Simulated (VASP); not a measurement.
# GW on BN (Qingsongite), part 2 of 4

Wanted: how far GW moves the Kohn-Sham levels of BN (Qingsongite). The cell is of the zinc-blende type, one of the forms listed for this formula. The start is a cell from a database of measured crystal structures.

VASP 6.6.1, plane waves and PAW; the level of theory is named at each step.

So far. Step 2 (Ground state): The cell has a gap of 4.44 eV on mesh and path. Step 3 (Empty bands): WAVECAR now holds 32 bands for 8 electrons. Its independent-particle dielectric tensor has xx, yy, zz = 5.4, 5.4, 5.4 on this mesh, which isn't tested for convergence in mesh or bands and lacks local fields.

### Step 4. G0W0, ENCUTGW 80, bands in the sums 32

This step: G0W0 on PBE; plane waves and PAW (N_GW, B_GW) (VASP 6.6.1).

One pass of GW corrects the levels to first order, with G and W from the starting orbitals.

File INCAR:

```
SYSTEM = BN
PREC = Accurate
ENCUT = 450
ISMEAR = 0
SIGMA = 0.01
LREAL = .FALSE.
GGA = PE
NBANDS = 32
ALGO = EVGW0
NELMGW = 1
ENCUTGW = 80
NOMEGA = 64
PRECFOCK = Fast
NBANDSGW = 16
LWAVE = .FALSE.
LCHARG = .FALSE.
```

File POSCAR:

```
BN
1.0
    0.0000000000      1.8075000000      1.8075000000
    1.8075000000      0.0000000000      1.8075000000
    1.8075000000      1.8075000000      0.0000000000
N B
1 1
Direct
    0.7500000000      0.7500000000      0.7500000000
    0.0000000000      0.0000000000      0.0000000000
```

File KPOINTS:

```
Automatic mesh
0
Gamma
4 4 4
0 0 0
```

The projector-augmented-wave data sets are N_GW and B_GW (PBE family, release 64).

The run is started by

```
> mpirun -np 8 vasp_std
```

The program printed:

```text
[banner, memory and clock lines left out]
running    8 mpi-ranks, on    1 nodes
 distrk:  each k-point on    8 cores,    1 groups
 distr:  one band on    1 cores,    8 groups

 POSCAR found type information on POSCAR N B
 POSCAR found :  2 types and       2 ions
 [... a notice as in an earlier step ...]

|                                                                             |
|           W    W    AA    RRRRR   N    N  II  N    N   GGGG   !!!           |
|           W    W   A  A   R    R  NN   N  II  NN   N  G    G  !!!           |
|           W    W  A    A  R    R  N N  N  II  N N  N  G       !!!           |
|           W WW W  AAAAAA  RRRRR   N  N N  II  N  N N  G  GGG   !            |
|           WW  WW  A    A  R   R   N   NN  II  N   NN  G    G                |
|           W    W  A    A  R    R  N    N  II  N    N   GGGG   !!!           |
|                                                                             |
|     The default for ENCUTGWSOFT is different in this version of VASP.       |
|     please manually set ENCUTGWSOFT =80 in the INCAR file.                  |
|                                                                             |

 LDA part: xc-table for (Slater+PW92), standard interpolation
 found WAVECAR, reading the header
 POSCAR, INCAR and KPOINTS ok, starting setup
 FFT: planning ... GRIDC
 FFT: planning ... GRID_SOFT
 FFT: planning ... GRID
 reading WAVECAR
 the WAVECAR file was read successfully
 initial charge from wavefunction
 available memory per node:     72.50 GB, setting MAXMEM to     74236

 The Fermi energy was updated, please check that it is located mid-gap
 values below the HOMO (VB) or above the LUMO (CB) will cause erroneous energies
 E-fermi :   9.7158

 calculate exact exchange contribution
 the WAVEDER file was read successfully
energies w=
    0.000    0.000    0.939    0.000    1.876    0.000    2.809    0.000
    3.736    0.000    4.654    0.000    5.564    0.000    6.463    0.000
    7.350    0.000    8.226    0.000    9.090    0.000    9.941    0.000
   10.781    0.000   11.610    0.000   12.428    0.000   13.237    0.000
   14.037    0.000   14.830    0.000   15.618    0.000   16.400    0.000
   17.180    0.000   17.959    0.000   18.738    0.000   19.519    0.000
   20.305    0.000   21.096    0.000   21.896    0.000   22.707    0.000
   23.531    0.000   24.371    0.000   25.230    0.000   26.111    0.000
   27.017    0.000   27.953    0.000   28.922    0.000   29.930    0.000
   30.981    0.000   32.083    0.000   33.242    0.000   34.465    0.000
   35.764    0.000   37.148    0.000   38.630    0.000   40.224    0.000
   41.950    0.000   43.828    0.000   45.885    0.000   48.151    0.000
   50.667    0.000   53.482    0.000   56.656    0.000   60.269    0.000
   64.425    0.000   69.261    0.000   74.963    0.000   81.791    0.000
   90.113    0.000  100.482    0.000  113.751    0.000  131.316    0.000
  155.637    0.000  191.478    0.000  249.442    0.000  358.854    0.000
 responsefunction array rank=      24
 LDA part: xc-table for (Slater+PW92), standard interpolation

 min. memory requirement per mpi rank     37.4 MB, per node    298.9 MB

 allocating   8 responsefunctions rank=    24
 shmem allocating  64 responsefunctions rank=    24
 response function shared by NCSHMEM nodes    1
 Doing            8  frequencies on each core in blocks of           64
NQ=   1    0.0000    0.0000    0.0000,
|.........|.........|.........|.........|.........|.........|.........|.........
 performed         22000 updates of chi_q(r,r)
 total number of BLAS operations          0.04 Gflops
NQ=   2    0.2500    0.0000    0.0000,
|.........|.........|.........|.........|.........|.........|.........|.........
 performed         73000 updates of chi_q(r,r)
 total number of BLAS operations          0.17 Gflops
NQ=   3    0.5000    0.0000    0.0000,
|.........|.........|.........|.........|.........|.........|.........|.........
 performed        116000 updates of chi_q(r,r)
 total number of BLAS operations          0.34 Gflops
NQ=   4    0.2500    0.2500    0.0000,
|.........|.........|.........|.........|.........|.........|.........|.........
 performed        167000 updates of chi_q(r,r)
 total number of BLAS operations          0.49 Gflops
NQ=   5    0.5000    0.2500    0.0000,
|.........|.........|.........|.........|.........|.........|.........|.........
 performed        240000 updates of chi_q(r,r)
 total number of BLAS operations          0.72 Gflops
NQ=   6   -0.2500    0.2500    0.0000,
|.........|.........|.........|.........|.........|.........|.........|.........
 performed        305000 updates of chi_q(r,r)
 total number of BLAS operations          0.93 Gflops
NQ=   7    0.5000    0.5000    0.0000,
|.........|.........|.........|.........|.........|.........|.........|.........
 performed        341000 updates of chi_q(r,r)
 total number of BLAS operations          1.08 Gflops
NQ=   8   -0.2500    0.5000    0.2500,
|.........|.........|.........|.........|.........|.........|.........|.........
 performed        390000 updates of chi_q(r,r)
 total number of BLAS operations          1.18 Gflops
 resolving degeneracies of screened two electron integrals

 calculate QP shifts <psi_nk| G(iteration)W_0 |psi_nk>: iteration 1
 entering main loop
```

Run time: 2.2 s. Hardware: 8 MPI ranks of Intel Xeon Platinum 8488C (Sapphire Rapids), shared host; peak memory 0.78 GiB; 11 s of CPU time.

From OUTCAR (step 4):

```text
The static configuration has the point symmetry T_d .

 Found      8 irreducible k-points:

   k-points           NKPTS =      8   k-points in BZ     NKDIM =     64   number of bands    NBANDS=     32

   NELECT =       8.0000    total number of electrons

 E-fermi :   9.7158

 QP shifts <psi_nk| G(iteration)W_0 |psi_nk>: iteration 1
 for sc-GW calculations column KS-energies equals QP-energies in previous step
 and V_xc(KS)=  KS-energies - (<T + V_ion + V_H > + <T+V_H+V_ion>^1  + <V_x>^1)
 k-point   1 :       0.0000    0.0000    0.0000
  band No.  KS-energies  QP-energies   sigma(KS)   V_xc(KS)     V^pw_x(r,r')   Z            occupation Imag(sigma)
      1     -12.7510     -14.4243     -17.6357     -15.4826     -26.4842       0.7772       2.0000       1.3938
      2       7.4978       7.1886     -18.6611     -18.2876     -22.0905       0.8279       2.0000       0.0752
      3       7.4978       7.1886     -18.6611     -18.2876     -22.0905       0.8279       2.0000       0.0752
      4       7.4978       7.1886     -18.6611     -18.2876     -22.0905       0.8279       2.0000       0.0752
      5      16.2903      17.8743     -11.8798     -13.7819      -6.8905       0.8328       0.0000      -0.0909
      6      16.2903      17.8743     -11.8798     -13.7819      -6.8905       0.8328       0.0000      -0.0909
      7      16.2903      17.8743     -11.8798     -13.7819      -6.8905       0.8328       0.0000      -0.0909
      8      17.8319      19.1780     -13.7870     -15.4314      -8.2744       0.8186       0.0000      -0.1106
    ...

 k-point   2 :       0.2500    0.0000    0.0000
  band No.  KS-energies  QP-energies   sigma(KS)   V_xc(KS)     V^pw_x(r,r')   Z            occupation Imag(sigma)
      1     -11.2719     -12.8016     -17.7709     -15.7668     -26.3328       0.7633       2.0000       1.1544
      2       2.0086       1.0414     -17.4157     -16.2169     -21.6983       0.8068       2.0000       0.1181
      3       6.3648       5.9191     -18.2296     -17.6892     -21.7750       0.8245       2.0000       0.0803
      4       6.3648       5.9191     -18.2296     -17.6892     -21.7750       0.8245       2.0000       0.0803
      5      17.1225      18.5047     -12.7783     -14.4464      -7.6301       0.8286       0.0000      -0.0994
      6      17.8150      19.5114     -12.1860     -14.2382      -6.9667       0.8266       0.0000      -0.1012
      7      17.8150      19.5114     -12.1860     -14.2382      -6.9667       0.8266       0.0000      -0.1012
      8      21.0632      22.9352     -13.7607     -16.0931      -7.9146       0.8026       0.0000      -0.1416
    ...

 k-point   3 :       0.5000    0.0000    0.0000
  band No.  KS-energies  QP-energies   sigma(KS)   V_xc(KS)     V^pw_x(r,r')   Z            occupation Imag(sigma)
      1      -8.5292      -9.8743     -18.6272     -16.8557     -26.7299       0.7593       2.0000       0.7981
      2      -3.2147      -4.5636     -16.2525     -14.5042     -21.7180       0.7715       2.0000       0.2488
      3       5.5483       5.0017     -18.0970     -17.4313     -21.8210       0.8212       2.0000       0.0864
      4       5.5483       5.0017     -18.0970     -17.4313     -21.8210       0.8212       2.0000       0.0864
      5      17.6192      18.9420     -13.0457     -14.6436      -7.8279       0.8279       0.0000      -0.1009
      6      18.1821      19.7887     -11.9719     -13.9111      -6.7126       0.8285       0.0000      -0.1018
      7      18.1821      19.7887     -11.9719     -13.9111      -6.7126       0.8285       0.0000      -0.1018
      8      22.7533      24.5081     -12.8651     -15.0709      -6.5797       0.7955       0.0000      -0.1784
    ...

[... 7 parts as in an earlier step ...]

[... 5 further parts left out ...]
```

Numbers from this step:

```
quasiparticle gap on the mesh                 : 5.552 eV
smallest direct quasiparticle gap on the mesh : 10.69 eV
gap of the starting orbitals on the mesh      : 4.436 eV
```

GW takes the gap from 4.436 to 5.552 eV. The value holds for 32 bands, ENCUTGW = 80 eV and this mesh, and isn't shown to be converged in them.

### Step 5. Empty bands

This step: PBE; plane waves and PAW (N_GW, B_GW) (VASP 6.6.1).

The empty bands are made again, for the run that follows.

File INCAR:

```
SYSTEM = BN
PREC = Accurate
ENCUT = 450
ISMEAR = 0
SIGMA = 0.01
LREAL = .FALSE.
GGA = PE
NBANDS = 32
ALGO = Exact
NELM = 1
LWAVE = .TRUE.
LCHARG = .FALSE.
LOPTICS = .TRUE.
NEDOS = 1000
CSHIFT = 0.1
```

POSCAR is that of step 4.

KPOINTS is that of step 4.

The run is started by

```
> mpirun -np 8 vasp_std
```

The program printed:

```text
[... set-up lines as in an earlier step ...]
 entering main loop
       N       E                     dE             d eps       ncg     rms          rms(c)
DIA:   1    -0.173725050793E+02   -0.17373E+02    0.00000E+00     0   0.000E+00
   1 F= -.17372505E+02 E0= -.17372505E+02  d E =-.108461E-11
 writing wavefunctions
 optical routines
 imaginary and real dielectric function
 recalculating local potential from charge density
 direction            1
 direction            2
 direction            3
```

It took 1.2 s on 8 MPI ranks; peak memory 0.78 GiB; 4.2 s of CPU time.

Parts of OUTCAR (step 5):

```text
  Total        0.0007386      0.0007386      0.0007386     -0.0000000      0.0000000      0.0000000
  in kB        0.1001963      0.1001963      0.1001963     -0.0000000      0.0000000      0.0000000
  external PRESSURE =       0.1001963 kB  Pullay stress =       0.0000000 kB

  FREE ENERGIE OF THE ION-ELECTRON SYSTEM (eV)
  ---------------------------------------------------
  free  energy   TOTEN  =       -17.3725050793 eV

  energy  without entropy=      -17.3725050793  energy(sigma->0) =      -17.37250508

[... 3 parts as in an earlier step ...]

[... 1 further part left out ...]
[key lines of the parts left out:]
E-fermi :   7.5418
```

### Step 6. G0W0, ENCUTGW 100, bands in the sums 32

This step: G0W0 on PBE; plane waves and PAW (N_GW, B_GW) (VASP 6.6.1).

ENCUTGW rises to 100 eV, while the band count stays.

File INCAR:

```
SYSTEM = BN
PREC = Accurate
ENCUT = 450
ISMEAR = 0
SIGMA = 0.01
LREAL = .FALSE.
GGA = PE
NBANDS = 32
ALGO = EVGW0
NELMGW = 1
ENCUTGW = 100
NOMEGA = 64
PRECFOCK = Fast
NBANDSGW = 16
LWAVE = .FALSE.
LCHARG = .FALSE.
```

POSCAR is that of step 5.

KPOINTS is that of step 5.

The run is started by

```
> mpirun -np 8 vasp_std
```

The program printed:

```text
[banner, memory and clock lines left out]
running    8 mpi-ranks, on    1 nodes
[...]
[... a notice as in an earlier step ...]

|                                                                             |
|           W    W    AA    RRRRR   N    N  II  N    N   GGGG   !!!           |
|           W    W   A  A   R    R  NN   N  II  NN   N  G    G  !!!           |
|           W    W  A    A  R    R  N N  N  II  N N  N  G       !!!           |
|           W WW W  AAAAAA  RRRRR   N  N N  II  N  N N  G  GGG   !            |
|           WW  WW  A    A  R   R   N   NN  II  N   NN  G    G                |
|           W    W  A    A  R    R  N    N  II  N    N   GGGG   !!!           |
|                                                                             |
|     The default for ENCUTGWSOFT is different in this version of VASP.       |
|     please manually set ENCUTGWSOFT =100 in the INCAR file.                 |
|                                                                             |

[...]
total number of BLAS operations          0.60 Gflops
NQ=   4    0.2500    0.2500    0.0000,
|.........|.........|.........|.........|.........|.........|.........|.........
 performed        167000 updates of chi_q(r,r)
 total number of BLAS operations          0.90 Gflops
NQ=   5    0.5000    0.2500    0.0000,
|.........|.........|.........|.........|.........|.........|.........|.........
 performed        240000 updates of chi_q(r,r)
 total number of BLAS operations          1.39 Gflops
NQ=   6   -0.2500    0.2500    0.0000,
|.........|.........|.........|.........|.........|.........|.........|.........
 performed        305000 updates of chi_q(r,r)
 total number of BLAS operations          1.80 Gflops
NQ=   7    0.5000    0.5000    0.0000,
|.........|.........|.........|.........|.........|.........|.........|.........
 performed        341000 updates of chi_q(r,r)
 total number of BLAS operations          1.94 Gflops
NQ=   8   -0.2500    0.5000    0.2500,
|.........|.........|.........|.........|.........|.........|.........|.........
 performed        390000 updates of chi_q(r,r)
 total number of BLAS operations          2.25 Gflops
 resolving degeneracies of screened two electron integrals

 calculate QP shifts <psi_nk| G(iteration)W_0 |psi_nk>: iteration 1
 entering main loop
[key lines of the parts left out:]
E-fermi :   9.7158
```

Elapsed: 2.4 s, on 8 MPI ranks; peak memory 0.78 GiB; 13 s of CPU time.

OUTCAR, selected parts (step 6):

```text
 QP shifts <psi_nk| G(iteration)W_0 |psi_nk>: iteration 1
 for sc-GW calculations column KS-energies equals QP-energies in previous step
 and V_xc(KS)=  KS-energies - (<T + V_ion + V_H > + <T+V_H+V_ion>^1  + <V_x>^1)
 k-point   1 :       0.0000    0.0000    0.0000
  band No.  KS-energies  QP-energies   sigma(KS)   V_xc(KS)     V^pw_x(r,r')   Z            occupation Imag(sigma)
      1     -12.7510     -14.4991     -17.7254     -15.4826     -26.4842       0.7794       2.0000       1.4062
      2       7.4978       7.0825     -18.7905     -18.2876     -22.0905       0.8258       2.0000       0.0727
      3       7.4978       7.0825     -18.7905     -18.2876     -22.0905       0.8258       2.0000       0.0727
      4       7.4978       7.0825     -18.7905     -18.2876     -22.0905       0.8258       2.0000       0.0727
      5      16.2903      17.8351     -11.9238     -13.7819      -6.8905       0.8313       0.0000      -0.0913
      6      16.2903      17.8351     -11.9238     -13.7819      -6.8905       0.8313       0.0000      -0.0913
      7      16.2903      17.8351     -11.9238     -13.7819      -6.8905       0.8313       0.0000      -0.0913
      8      17.8319      19.2014     -13.7542     -15.4314      -8.2744       0.8166       0.0000      -0.1105
    ...

[... 2 parts as in an earlier step ...]

[... 1 further part left out ...]
[key lines of the parts left out:]
E-fermi :   9.7158
```

The gap is now 5.678 eV, +126 meV against the GW run before.

### Step 7. Empty bands

This step: PBE; plane waves and PAW (N_GW, B_GW) (VASP 6.6.1).

The empty bands are made again, for the run that follows.

File INCAR:

```
SYSTEM = BN
PREC = Accurate
ENCUT = 450
ISMEAR = 0
SIGMA = 0.01
LREAL = .FALSE.
GGA = PE
NBANDS = 40
ALGO = Exact
NELM = 1
LWAVE = .TRUE.
LCHARG = .FALSE.
LOPTICS = .TRUE.
NEDOS = 1000
CSHIFT = 0.1
```

POSCAR is that of step 6.

KPOINTS is that of step 6.

The run is started by

```
> mpirun -np 8 vasp_std
```

The program printed:

```text
[banner, memory and clock lines left out]
running    8 mpi-ranks, on    1 nodes
[...]
[... a notice as in an earlier step ...]

 LDA part: xc-table for (Slater+PW92), standard interpolation
 found WAVECAR, reading the header
  number of bands has changed, file:    10 present:    40
  trying to continue reading WAVECAR, but it might fail
 POSCAR, INCAR and KPOINTS ok, starting setup
[...]
reading WAVECAR
 random initialization beyond band           10
 the WAVECAR file was read successfully
 initial charge from wavefunction
 entering main loop
       N       E                     dE             d eps       ncg     rms          rms(c)
DIA:   1    -0.173725050792E+02   -0.17373E+02    0.00000E+00     0   0.000E+00
   1 F= -.17372505E+02 E0= -.17372505E+02  d E =-.107041E-98
 writing wavefunctions
 optical routines
 imaginary and real dielectric function
 recalculating local potential from charge density
 direction            1
 direction            2
 direction            3
```

Wall time 1.2 s (8 MPI ranks); peak memory 0.82 GiB.

From OUTCAR (step 7):

```text
  Total        0.0007386      0.0007386      0.0007386      0.0000000      0.0000000     -0.0000000
  in kB        0.1001964      0.1001964      0.1001964      0.0000000      0.0000000     -0.0000000
  external PRESSURE =       0.1001964 kB  Pullay stress =       0.0000000 kB

 POSITION                                       TOTAL-FORCE (eV/Angst)
 -----------------------------------------------------------------------------------
      2.71125      2.71125      2.71125        -0.000000     -0.000000     -0.000000
      0.00000      0.00000      0.00000         0.000000      0.000000      0.000000
 -----------------------------------------------------------------------------------
    total drift:                               -0.000001     -0.000001     -0.000001

  FREE ENERGIE OF THE ION-ELECTRON SYSTEM (eV)
  ---------------------------------------------------
  free  energy   TOTEN  =       -17.3725050792 eV

  energy  without entropy=      -17.3725050792  energy(sigma->0) =      -17.37250508

[... 1 part as in an earlier step ...]

[... 2 further parts left out ...]
[key lines of the parts left out:]
E-fermi :   7.6460
```

WAVECAR now holds 40 bands for 8 electrons.

(Part 2 of 4 ends here.)

[Lines on the potential files, build, host, timing and source positions are cut from VASP's logs without a mark.]

[Logs are printed without paths, hosts, clocks, repeated set-up lines and the standing remarks that a program may print on its own settings, such as how far it seeks lower states.]

[Hosts, paths, dates, database ids (printed as entryN), source tags and the programs' standing remarks are cut or masked in the printed files.]

[Pressures printed for these runs are not shown converged in the cutoff: they can be off by several GPa and have the wrong sign.]
